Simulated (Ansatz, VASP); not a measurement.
# FeSb: VASP beside Ansatz, part 2 of 2

Wanted: the spread between two codes on one cell, functional and k mesh.

VASP 6.6.1 and Ansatz 0.2.0.

So far. Step 2 (Ansatz: single point, LDA, DFT+U): The run ends at a pressure of 2.70 GPa, with forces up to 0.42 eV/Å.

The database entry behind the starting cell differs from later determinations by our own check (0.1 to 0.3 % short, probably kX units), so it need not match the best structure at ambient conditions.

In doubt: warnings of the run leave room for a lower electronic state, so energies may not be the lowest and differences between runs may mislead.

### 3. VASP: single point, LDA, DFT+U

Level of this step: LDA, DFT+U (Fe d 4 eV), spin-polarised from an antiferromagnetic start; plane waves and PAW (Fe, Sb) (VASP).

The same cell, functional (in two slightly different forms), mesh and smearing now go to VASP, with its own data sets and cutoff.

Lines of VASP's logs that name or quote its potential files are left out, and so is its time.

The input, INCAR:

```
SYSTEM = FeSb
PREC = Accurate
ENCUT = 400
EDIFF = 1E-06
NELM = 100
ISMEAR = -1
SIGMA = 0.05
LREAL = .FALSE.
ALGO = Normal
GGA = CA
NBANDS = 38
ISPIN = 2
MAGMOM = 3 -3 3 -3 0 0 0 0
LDAU = .TRUE.
LDAUTYPE = 2
LDAUL = 2 -1
LDAUU = 4 0
LDAUJ = 0 0
LDAUPRINT = 1
LASPH = .TRUE.
LMAXMIX = 4
LORBIT = 11
LWAVE = .FALSE.
LCHARG = .FALSE.
KPAR = 4
ISIF = 2
```

The input, POSCAR:

```
FeSb
1.0
    8.1200000000      0.0000000000      0.0000000000
    2.0300000000      3.5160631394      0.0000000000
    4.0600000000      0.0000000000      5.1300000000
Fe Sb
4 4
Direct
    0.0000000000      0.0000000000      0.0000000000
    0.5000000000      0.0000000000      0.0000000000
    0.7500000000      0.0000000000      0.5000000000
    0.2500000000      0.0000000000      0.5000000000
    0.7083333333      0.6666666667      0.2500000000
    0.2083333333      0.6666666667      0.2500000000
    0.7916666667      0.3333333333      0.7500000000
    0.2916666667      0.3333333333      0.7500000000
```

The input, KPOINTS:

```
Automatic mesh
0
Gamma
6 6 6
0 0 0
```

Potentials, in the order of the species: Fe and Sb (PBE family, release 64).

Launch:

```sh
mpirun -np 4 vasp_std
```

Numbers of over 12 decimals in the logs are rounded to 6 here.

The log of the run:

```text
[banner, memory and clock lines left out]
running    4 mpi-ranks, on    1 nodes
 distrk:  each k-point on    1 cores,    4 groups
 distr:  one band on    1 cores,    1 groups

 POSCAR found type information on POSCAR FeSb
 POSCAR found :  2 types and       8 ions
|                                                                             |
|               ----> ADVICE to this user running VASP <----                  |
|                                                                             |
|     You enforced a specific xc type in the INCAR file but a different       |
|     [... a line on the potential file left out ...]
|     I HOPE YOU KNOW WHAT YOU ARE DOING!                                     |
|                                                                             |

 LDA part: xc-table for (Slater(with rela. corr.)+CA(PZ))
 , standard interpolation
 POSCAR, INCAR and KPOINTS ok, starting setup
 FFT: planning ... GRIDC
 FFT: planning ... GRID_SOFT
 FFT: planning ... GRID
 WAVECAR not read
 entering main loop
       N       E                     dE             d eps       ncg     rms          rms(c)
DAV:   1     0.343501250830E+03    0.34350E+03   -0.16863E+04  6992   0.108E+03
DAV:   2    -0.170916793962E+02   -0.36059E+03   -0.34700E+03  6998   0.295E+02
DAV:   3    -0.447902013196E+02   -0.27699E+02   -0.25993E+02  8350   0.103E+02
DAV:   4    -0.459564734351E+02   -0.11663E+01   -0.11488E+01  8836   0.198E+01
DAV:   5    -0.459983214900E+02   -0.41848E-01   -0.41808E-01  9836   0.393E+00    0.241E+01
DAV:   6    -0.474298132279E+02   -0.14315E+01   -0.59976E+01  8318   0.123E+02    0.304E+01
DAV:   7    -0.423732506718E+02    0.50566E+01   -0.25540E+01  7752   0.749E+01    0.882E+00
DAV:   8    -0.427070359893E+02   -0.33379E+00   -0.25029E+00  9664   0.978E+00    0.559E+00
DAV:   9    -0.427269554982E+02   -0.19920E-01   -0.59182E-01 10310   0.102E+01    0.173E+00
DAV:  10    -0.427747704595E+02   -0.47815E-01   -0.14552E-01 10110   0.270E+00    0.105E+00
DAV:  11    -0.428253638225E+02   -0.50593E-01   -0.11435E-01 10252   0.272E+00    0.739E-01
DAV:  12    -0.428587605693E+02   -0.33397E-01   -0.66879E-02 11798   0.158E+00    0.721E-01
DAV:  13    -0.428887271485E+02   -0.29967E-01   -0.79712E-02 12724   0.163E+00    0.677E-01
DAV:  14    -0.429067976801E+02   -0.18071E-01   -0.41101E-02 11718   0.117E+00    0.633E-01
[...]
DAV:  35    -0.428495396753E+02   -0.29480E-04   -0.17130E-04 11132   0.659E-02    0.153E-02
DAV:  36    -0.428495334598E+02    0.62155E-05   -0.97256E-05 11248   0.602E-02    0.112E-02
DAV:  37    -0.428495155515E+02    0.17908E-04   -0.39019E-04 12656   0.106E-01    0.140E-02
DAV:  38    -0.428495173803E+02   -0.18288E-05   -0.81069E-05 10728   0.486E-02    0.129E-02
DAV:  39    -0.428495198768E+02   -0.24965E-05   -0.73966E-05 10416   0.485E-02    0.107E-02
DAV:  40    -0.428495238705E+02   -0.39937E-05   -0.51168E-05 10344   0.393E-02    0.922E-03
DAV:  41    -0.428495228666E+02    0.10039E-05   -0.19316E-05  6202   0.303E-02    0.454E-03
DAV:  42    -0.428495225247E+02    0.34189E-06   -0.54245E-06  5482   0.121E-02
   1 F= -.42849523E+02 E0= -.42824652E+02  d E =-.497414E-01  mag=     0.0000
```

Parts of OUTCAR (step 3):

```text
ion  position               nearest neighbor table
   1  0.000  0.000  0.000-   3 2.56   4 2.56   7 2.67   6 2.67   8 2.67   5 2.67   5 2.67   8 2.67

  LATTYP: Found a body centered orthorhombic cell.
 ALAT       =     4.0600000000
 B/A-ratio  =     1.7320508076
 C/A-ratio  =     2.5270935960

 Subroutine GETGRP returns: Found  8 space group operations
 (whereof  4 operations were pure point group operations)

The static configuration has the point symmetry C_2h.
 The point group associated with its full space group is D_2h.

 Found     46 irreducible k-points:

   k-points           NKPTS =     46   k-points in BZ     NKDIM =     46   number of bands    NBANDS=     38

   dimension x,y,z NGX =    54 NGY =   28 NGZ =   48
   dimension x,y,z NGXF=   108 NGYF=   56 NGZF=   96

   ENCUT  =  400.0 eV  29.40 Ry    5.42 a.u.  13.24  6.62 10.67*2*pi/ulx,y,z

   NELECT =      52.0000    total number of electrons

 k-points in reciprocal lattice and weights: Automatic mesh
   0.00000000  0.00000000  0.00000000       0.005
   0.16666667 -0.00000000  0.00000000       0.019
   0.33333333 -0.00000000 -0.00000000       0.019
   0.50000000 -0.00000000  0.00000000       0.009
   0.00000000  0.16666667  0.00000000       0.019
   0.16666667  0.16666667  0.00000000       0.019
   0.33333333  0.16666667 -0.00000000       0.037
   0.50000000  0.16666667  0.00000000       0.037
  -0.33333333  0.16666667  0.00000000       0.037
[...]
-0.16666667 -0.16666667  0.33333333       0.019
   0.00000000  0.00000000  0.50000000       0.005

atom =   1  type =  1  l = 2

 onsite density matrix

spin component  1

  0.9218  0.0019 -0.0030  0.0101 -0.0020
  0.0019  0.9244 -0.0004 -0.0009  0.0123
 -0.0030 -0.0004  0.9058  0.0007  0.0017
  0.0101 -0.0009  0.0007  0.9254  0.0019
 -0.0020  0.0123  0.0017  0.0019  0.9195

spin component  2

  0.3042 -0.0135  0.1190 -0.1502  0.1004
 -0.0135  0.2195  0.0126  0.0138 -0.1658
  0.1190  0.0126  0.6323 -0.0218 -0.0687
 -0.1502  0.0138 -0.0218  0.2036 -0.0135
  0.1004 -0.1658 -0.0687 -0.0135  0.4201

 occupancies and eigenvectors

  o =  0.0671  v =  0.0000  0.0000  0.0000  0.0000  0.0000  0.5863 -0.3620 -0.1325  0.6269 -0.3385      0.0000  0.0000  0.0000  0.0000  0.0000  0.0000  0.0000  0.0000  0.0000  0.0000
  o =  0.1386  v =  0.0000  0.0000  0.0000  0.0000  0.0000  0.2277  0.7710 -0.0000  0.4452  0.3943      0.0000  0.0000  0.0000  0.0000  0.0000  0.0000  0.0000  0.0000  0.0000  0.0000
  o =  0.3209  v =  0.0000  0.0000  0.0000  0.0000  0.0000  0.5663  0.3372 -0.3431 -0.5840 -0.3270      0.0000  0.0000  0.0000  0.0000  0.0000  0.0000  0.0000  0.0000  0.0000  0.0000
  o =  0.5668  v =  0.0000  0.0000  0.0000  0.0000  0.0000  0.4452 -0.3943 -0.0000 -0.2277  0.7710      0.0000  0.0000  0.0000  0.0000  0.0000  0.0000  0.0000  0.0000  0.0000  0.0000
  o =  0.6861  v =  0.0000  0.0000  0.0000  0.0000  0.0000 -0.2924 -0.0728 -0.9299  0.1261  0.1688      0.0000  0.0000  0.0000  0.0000  0.0000  0.0000  0.0000  0.0000  0.0000  0.0000
  o =  0.9048  v = -0.2198 -0.0713 -0.9567  0.1236  0.1269  0.0000  0.0000  0.0000  0.0000  0.0000      0.0000  0.0000  0.0000  0.0000  0.0000  0.0000  0.0000  0.0000  0.0000  0.0000
[...]
o =  0.5668  v =  0.4452  0.3943 -0.0000  0.2277  0.7710  0.0000  0.0000  0.0000  0.0000  0.0000      0.0000  0.0000  0.0000  0.0000  0.0000  0.0000  0.0000  0.0000  0.0000  0.0000
  o =  0.6861  v = -0.2924  0.0728 -0.9299 -0.1261  0.1688  0.0000  0.0000  0.0000  0.0000  0.0000      0.0000  0.0000  0.0000  0.0000  0.0000  0.0000  0.0000  0.0000  0.0000  0.0000
  o =  0.9048  v =  0.0000  0.0000  0.0000  0.0000  0.0000 -0.2198  0.0713 -0.9567 -0.1236  0.1269      0.0000  0.0000  0.0000  0.0000  0.0000  0.0000  0.0000  0.0000  0.0000  0.0000
  o =  0.9074  v =  0.0000  0.0000  0.0000  0.0000  0.0000 -0.3875 -0.5474 -0.0000 -0.3160 -0.6711      0.0000  0.0000  0.0000  0.0000  0.0000  0.0000  0.0000  0.0000  0.0000  0.0000
  o =  0.9162  v =  0.0000  0.0000  0.0000  0.0000  0.0000  0.6178 -0.3202 -0.2848  0.5546 -0.3567      0.0000  0.0000  0.0000  0.0000  0.0000  0.0000  0.0000  0.0000  0.0000  0.0000
  o =  0.9336  v =  0.0000  0.0000  0.0000  0.0000  0.0000 -0.5657 -0.3774  0.0608  0.6536  0.3266      0.0000  0.0000  0.0000  0.0000  0.0000  0.0000  0.0000  0.0000  0.0000  0.0000
  o =  0.9349  v =  0.0000  0.0000  0.0000  0.0000  0.0000  0.3160 -0.6711  0.0000 -0.3875  0.5474      0.0000  0.0000  0.0000  0.0000  0.0000  0.0000  0.0000  0.0000  0.0000  0.0000

 average (electrostatic) potential at core
       1 -40.8498       2 -40.8498       3 -40.8498       4 -40.8498       5 -84.0855
       6 -84.0855       7 -84.0658       8 -84.0658

 E-fermi :   8.1945

 spin component 1
 k-point     1 :       0.0000    0.0000    0.0000
  band No.  band energies     occupation
    ...
     20       6.2699      1.00000
     21       6.4971      1.00000
     22       7.2094      1.00000
     23       7.2459      1.00000
     24       7.8671      0.99857
     25       8.3866      0.02103
     26       8.4488      0.00614
     27       8.5742      0.00050
     28       8.7698      0.00001
     29       9.2897      0.00000
    ...

 k-point     2 :       0.1667   -0.0000    0.0000
  band No.  band energies     occupation
    ...
     21       6.3940      1.00000
     22       7.1619      1.00000
     23       7.1739      1.00000
     24       7.8780      0.99822
     25       7.9356      0.99439
     26       8.3505      0.04230
     27       8.4360      0.00793
     28       8.8682      0.00000
     29       9.1758      0.00000
     30       9.3750      0.00000
    ...

 k-point     3 :       0.3333   -0.0000   -0.0000
  band No.  band energies     occupation
    ...
     22       6.9662      1.00000
     23       7.0622      1.00000
     24       7.4531      1.00000
     25       7.9876      0.98432
     26       8.0241      0.96798
     27       8.4428      0.00693
     28       8.7603      0.00001
     29       8.8702      0.00000
     30       9.4932      0.00000
     31       9.7950      0.00000
    ...

 k-point     4 :       0.5000   -0.0000    0.0000
  band No.  band energies     occupation
    ...
     22       6.8472      1.00000
     23       7.0753      1.00000
     24       7.4088      1.00000
     25       7.7511      0.99986
     26       7.9870      0.98450
     27       8.4104      0.01315
     28       8.5144      0.00166
     29       8.8420      0.00000
     30       9.5481      0.00000
     31       9.8550      0.00000
    ...

 k-point     5 :       0.0000    0.1667    0.0000
  band No.  band energies     occupation
    ...
     22       6.3949      1.00000
     23       7.0355      1.00000
     24       7.1151      1.00000
     25       7.7348      0.99990
     26       8.0272      0.96597
     27       8.6533      0.00010
     28       8.7137      0.00003
     29       9.3119      0.00000
     30       9.6898      0.00000
     31       9.7048      0.00000
    ...

 k-point     6 :       0.1667    0.1667    0.0000
  band No.  band energies     occupation
    ...
     22       6.4429      1.00000
     23       6.9112      1.00000
     24       7.3588      1.00000
     25       7.6751      0.99997
     26       8.1869      0.53807
     27       8.6182      0.00021
     28       8.8322      0.00000
     29       9.2101      0.00000
     30       9.6859      0.00000
     31       9.9433      0.00000
    ...

  Total        2.1433513      1.2250312      1.6286450     -0.7952885     -0.0000000     -0.0000000
  in kB       23.4462761     13.4007059     17.8158663     -8.6997189     -0.0000000     -0.0000000
  external PRESSURE =      18.2209495 kB  Pullay stress =       0.0000000 kB

  energy-cutoff  :      400.00
  volume of cell :      146.46
      direct lattice vectors                 reciprocal lattice vectors
     8.120000000  0.000000000  0.000000000     0.123152709 -0.071102250 -0.097465887
     2.030000000  3.516063139  0.000000000     0.000000000  0.284409000  0.000000000
     4.060000000  0.000000000  5.130000000     0.000000000  0.000000000  0.194931774

 POSITION                                       TOTAL-FORCE (eV/Angst)
 -----------------------------------------------------------------------------------
      0.00000      0.00000      0.00000         0.028717     -0.016580      0.342502
      4.06000      0.00000      0.00000         0.028717     -0.016580      0.342502
      8.12000      0.00000      2.56500         0.028717     -0.016580     -0.342502
      4.06000      0.00000      2.56500         0.028717     -0.016580     -0.342502
      8.12000      2.34404      1.28250        -0.095029      0.054865      0.000000
      4.06000      2.34404      1.28250        -0.095029      0.054865      0.000000
     10.15000      1.17202      3.84750         0.037596     -0.021706     -0.000000
      6.09000      1.17202      3.84750         0.037596     -0.021706     -0.000000
 -----------------------------------------------------------------------------------
    total drift:                               -0.000003      0.000003      0.000000

  FREE ENERGIE OF THE ION-ELECTRON SYSTEM (eV)
  ---------------------------------------------------
  free  energy   TOTEN  =       -42.8495225247 eV

  energy  without entropy=      -42.7997811202  energy(sigma->0) =      -42.82465182

 total charge
# of ion       s       p       d       tot
------------------------------------------
    1        0.416   0.464   6.348   7.228
    2        0.416   0.464   6.348   7.228
    3        0.416   0.464   6.348   7.228
    4        0.416   0.464   6.348   7.228
    5        1.152   1.295   0.060   2.506
    6        1.152   1.295   0.060   2.506
    7        1.151   1.297   0.061   2.509
    8        1.151   1.297   0.061   2.509
--------------------------------------------------
tot          6.269   7.040  25.635  38.944

 magnetization (x)
# of ion       s       p       d       tot
------------------------------------------
    1        0.020   0.018   2.815   2.852
    2       -0.020  -0.018  -2.815  -2.852
    3        0.020   0.018   2.815   2.852
    4       -0.020  -0.018  -2.815  -2.852
    5        0.004  -0.025   0.002  -0.019
    6       -0.004   0.025  -0.002   0.019
    7        0.000   0.000   0.000   0.000
    8        0.000   0.000   0.000   0.000
--------------------------------------------------
tot          0.000   0.000   0.000   0.000

[... 1 further part left out ...]
```

The magnetic state follows from one typed start and may not be the lowest. A U on the itinerant d states of such a compound is hard to justify; it moves the bands at the Fermi level and favours large moments. The PAW data sets were made with PBE, though LDA sets exist; this is a small mismatch.

### 4. Differences

Known differences besides the PAW data sets themselves: U acts on the PAW sphere in VASP and on atomic orbitals in Ansatz, so only states and trends compare; the two LDA forms differ slightly; the data sets hold 124 valence electrons in Ansatz (default PAW (the set named soft_2) files) and 52 in VASP; the cutoff is 420 eV in Ansatz and 400 eV in VASP; Ansatz makes its cores anew for this functional, VASP keeps those of its PBE data sets; site moments are counted in spheres of each program's own size. Total energies have different zeros and are not compared.

Compared:

```tsv
quantity	Ansatz	VASP	difference
pressure (GPa)	2.70	1.82	+0.88
moment on Fe1 (μB)	2.62	2.85	-0.23
moment on Fe2 (μB)	-2.62	-2.85	+0.23
moment on Fe3 (μB)	2.62	2.85	-0.23
moment on Fe4 (μB)	-2.62	-2.85	+0.23
```

Forces (eV/Å; atoms numbered as in POSCAR):

```tsv
atom	Ansatz x, y, z	VASP x, y, z
Fe1	-0.010, 0.045, 0.419	0.029, -0.017, 0.343
Fe2	-0.010, 0.045, 0.419	0.029, -0.017, 0.343
Fe3	-0.044, -0.014, -0.419	0.029, -0.017, -0.343
Fe4	-0.044, -0.014, -0.419	0.029, -0.017, -0.343
Sb5	-0.102, 0.059, 0.000	-0.095, 0.055, 0.000
Sb6	-0.102, 0.059, 0.000	-0.095, 0.055, 0.000
Sb7	0.157, -0.090, 0.000	0.038, -0.022, 0.000
Sb8	0.157, -0.090, 0.000	0.038, -0.022, 0.000
```

The forces differ by 59 meV/Å r.m.s., which is 40.6 % of the r.m.s. force of 0.14 eV/Å (both taken over all components). Ansatz's pressure holds a Pulay correction of 0.08 GPa; VASP's holds none.

### 5. Results

| Property | Result |
| --- | --- |
| difference in moment on Fe1 (single point, LDA, DFT+U) | -0.23 μB |

**Reading.** The difference in moment on Fe1 is -0.23 μB (single point, LDA, DFT+U). How closely two codes agree says nothing of how well the functional describes the real material.

[Lines on the potential files, build, host, timing and source positions are cut from VASP's logs without a mark.]

[Logs are printed without paths, hosts, clocks, repeated set-up lines and the standing remarks that a program may print on its own settings, such as how far it seeks lower states.]

[Hosts, paths, dates, database ids (printed as entryN), source tags and the programs' standing remarks are cut or masked in the printed files.]
